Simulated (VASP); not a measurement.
Here is the system:

```
MgTe
1.0
    2.25411    -3.90423     0.00000
    2.25411     3.90423     0.00000
    0.00000     0.00000     7.33393
Mg Te
2 2
Direct
  0.66667   0.33333   0.49984
  0.33333   0.66667   0.99984
  0.66667   0.33333   0.87616
  0.33333   0.66667   0.37616
```

Computed with LDA (Ceperley-Alder, Perdew-Zunger), VASP's LDA PAW potentials (set 64) (plane waves; VASP). Run with 520 eV cut-off, Gaussian smearing of 0.050 eV, potentials Mg Te.

Unless said otherwise, spin-orbit coupling is left out, though it shifts the bands of the heavy elements here.

### Question
Estimate the band gap (along the path) with the smallest direct gap where there is one.

### Answer

```yaml
band gap (along the path): 2.46 eV
smallest direct gap (along the path): 2.46 eV
```

The compound is MgTe in the wurtzite structure. It was relaxed first.
